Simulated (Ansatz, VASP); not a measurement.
This is a calculation of Zn3Sb for Ansatz 0.2.0.

Contents of input.yaml:

```yaml
crystal:
  lattice:
    - [-2.0997639486, 2.0997639486, 4.3268045985]
    - [2.0997639486, -2.0997639486, 4.3268045985]
    - [2.0997639486, 2.0997639486, -4.3268045985]
  atoms:
    - { symbol: Sb, position: [0.0, 0.0, 0.0] }
    - { symbol: Zn, position: [0.5, 0.5, 0.0] }
    - { symbol: Zn, position: [0.25, 0.75, 0.5] }
    - { symbol: Zn, position: [0.75, 0.25, 0.5] }
hamiltonian:
  xc: pbe
  pseudopotentials: { kind: paw }
kpoints:
  mp_grid: { grid: [9, 9, 9] }
scf:
  occupations: { method: fermi_dirac, width: 0.05 }
output:
  forces: true
  stress: true
  eigenvalues: true
```

Potentials or basis: Ansatz PAW.

The run is started by

```bash
$ ansatz run input.yaml --threads 2 --pin off --max-ram 5120MiB --backend cpu --events-out ev --progress --plain --runs-dir out
```

**Question.** Translate it to VASP 6.6.1. Potentials there: VASP PAW PBE potentials, release 64 (Sb, Zn).

**Answer.** As run (the cutoff follows the program's own potentials):

The input INCAR:

```
PREC = Accurate
ENCUT = 520
EDIFF = 1E-7
ISMEAR = -1
SIGMA = 0.05
LREAL = False
LASPH = True
NELM = 60
ALGO = Normal
ISIF = 2
LWAVE = False
LCHARG = False
GGA = PE
NBANDS = 28
```

File KPOINTS:

```
regular mesh
0
Gamma
  9 9 9
```

POSCAR

```
Zn3Sb
1.0
   -2.0997639486      2.0997639486      4.3268045985
    2.0997639486     -2.0997639486      4.3268045985
    2.0997639486      2.0997639486     -4.3268045985
Sb Zn
1 3
Direct
    0.0000000000      0.0000000000      0.0000000000
    0.5000000000      0.5000000000      0.0000000000
    0.2500000000      0.7500000000      0.5000000000
    0.7500000000      0.2500000000      0.5000000000
```

Potentials or basis: VASP PAW PBE potentials, release 64 (Sb, Zn).

Launch:

```bash
$ cat potpaw_PBE.64/Sb/POTCAR potpaw_PBE.64/Zn/POTCAR > POTCAR
$ mpirun -np 1 vasp_std > vasp.out
```

Both were run:

|  | VASP | Ansatz | Ansatz less VASP |
| --- | --- | --- | --- |
| gap on the k mesh at the Fermi level (eV) | none | none | - |
| pressure (GPa) | 0.3 | 0.2 | -0.11 |
| largest component of the traceless stress (GPa) | 0.08 | 0.07 | -0.008 |

A gap of «none» marks a metal or a gap that the smearing closes. With one functional, cell and mesh, what is left measures potentials, basis and numerics. The two sets of potentials don't hold the same shells in valence.

Spin-orbit coupling is left out, which matters for the levels of Sb.
